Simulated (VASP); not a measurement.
VASP runs on Te2Mo (space group P6_3/mmc) share one base input (PBE GGA, plane waves, VASP's PBE PAW potentials (set 64)) and change the settings named in each case.

### POSCAR
```
Te2Mo
3.51820
  1.0000000000   0.0000000000   0.0000000000
 -0.5000000000   0.8660255244   0.0000000000
  0.0000000000   0.0000000000   3.9718037633
Mo Te
2 4
Cart
 -0.0000005000   0.5773506383   0.9929509408
  0.5000005000   0.2886748861   2.9788528225
 -0.0000005000   0.5773506383   2.4664901370
  0.5000005000   0.2886748861   0.4805882554
 -0.0000005000   0.5773506383   3.4912155079
  0.5000005000   0.2886748861   1.5053136263
```

### KPOINTS
```
Automatic
0
gamma
  6 6 2
0 0 0
```

### INCAR
```
SYSTEM = Te2Mo
PREC = Accurate
ENCUT = 300
EDIFF = 1E-6
NELM = 100
ALGO = Normal
LREAL = .FALSE.
LASPH = .TRUE.
ISMEAR = 0
SIGMA = 0.272
GGA = PE
LMAXMIX = 4
LWAVE = .FALSE.
LCHARG = .FALSE.
ISIF = 2
```

POTCAR, in this order: Mo_sv Te (PBE.64 set). Program: vasp_std.

```csv
change,E(σ→0) (eV/atom),pressure (GPa),largest force (eV/Å),−TS (eV)
base run,-5.9970,2.83,0.203,-0.0021
GGA = PS,-6.5660,-1.10,0.048,-0.0024
"GGA_COMPAT = .FALSE., LNONCOLLINEAR = .TRUE., LSORBIT = .TRUE., MAGMOM = 0.0 0.0 0.0 0.0 0.0 0.0 0.0 0.0 0.0 0.0 0.0 0.0 0.0 0.0 0.0 0.0 0.0 0.0, program vasp_ncl",-6.0974,2.96,0.221,-0.0025
KPOINTS 2×2×1 Γ-centred mesh,-5.7319,3.95,0.263,-0.0024
```
 Energies of different potentials or functionals have different zeros.  Unless said otherwise, spin-orbit coupling is left out, though it shifts the bands of the heavy elements here. At 300 eV the pressure can carry a Pulay error.

Left out are runs that ran out of time, are held back, or changed the cell or the kind of run, fixed moments of cells without a moment, rows past the twelfth, gaps on odd meshes, pressures of charged cells and columns that move by less than the noise.

The structure comes from a measured Te2Mo entry (P6_3/mmc) of the Crystallography Open Database, whose conditions weren't checked. The cell was not relaxed at this level, forces remain on its atoms.
